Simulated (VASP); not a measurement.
Data:

```xyz
6
Lattice="4.9371 0.0000 0.0000 0.0000 4.9371 0.0000 0.0000 0.0000 3.3939" Properties=species:S:1:pos:R:3 pbc="T T T"
Pb     0.0000     0.0000     0.0000
Pb     2.4686     2.4686     1.6969
O      1.5174     1.5174     0.0000
O      3.9859     0.9512     1.6969
O      0.9512     3.9859     1.6969
O      3.4198     3.4198     0.0000
```

These are LDA (Ceperley-Alder, Perdew-Zunger), VASP's LDA PAW potentials (set 64) (plane waves; VASP 6.6.1) values and carry that method's errors. Run with 620 eV cut-off, 5×5×7 Γ-centred mesh, Gaussian smearing of 0.050 eV, potentials Pb_d O.

Energy and stress use the plane-wave basis of the starting cell.

Problem. The ions, cell shape and volume at an external pressure of 5.0 GPa are relaxed. What does this cell relax into?

Solution. 
```xyz
6
Lattice="4.8661 0.0000 0.0000 0.0000 4.8661 0.0000 0.0000 0.0000 3.3870" Properties=species:S:1:pos:R:3 pbc="T T T"
Pb     0.0000     0.0000     0.0000
Pb     2.4330     2.4330     1.6935
O      1.4937     1.4937     0.0000
O      3.9268     0.9393     1.6935
O      0.9393     3.9268     1.6935
O      3.3724     3.3724     0.0000
```
Space group P4_2/mnm (136), at a tolerance of 0.03 Å.

Problem. How do energy and volume change from the first to the last step?

Solution. The energy (σ→0) changes by +6.1 meV/atom and the volume by -3.1 %, in 8 ionic steps.

```json
[
 {"step": "1", "E(σ→0) (eV)": "-36.6655", "max force (eV/Å)": "0.001", "pressure (GPa)": "0.00", "volume (Å³)": "82.73"},
 {"step": "2", "E(σ→0) (eV)": "-36.4940", "max force (eV/Å)": "0.162", "pressure (GPa)": "11.66", "volume (Å³)": "77.68"},
 {"step": "3", "E(σ→0) (eV)": "-36.6296", "max force (eV/Å)": "0.071", "pressure (GPa)": "4.97", "volume (Å³)": "80.33"},
 {"step": "4", "E(σ→0) (eV)": "-36.6281", "max force (eV/Å)": "0.073", "pressure (GPa)": "5.07", "volume (Å³)": "80.29"},
 {"step": "5", "E(σ→0) (eV)": "-36.6269", "max force (eV/Å)": "0.000", "pressure (GPa)": "5.08", "volume (Å³)": "80.16"},
 {"step": "6", "E(σ→0) (eV)": "-36.6247", "max force (eV/Å)": "0.048", "pressure (GPa)": "5.12", "volume (Å³)": "80.08"},
 {"step": "7", "E(σ→0) (eV)": "-36.6281", "max force (eV/Å)": "0.023", "pressure (GPa)": "4.88", "volume (Å³)": "80.17"},
 {"step": "8", "E(σ→0) (eV)": "-36.6291", "max force (eV/Å)": "0.015", "pressure (GPa)": "4.79", "volume (Å³)": "80.20"}
]
```

The compound is PbO2 in the rutile structure. This run relaxes it under an external pressure of 5 GPa. Symmetry was kept, so distortions that lower it aren't found.
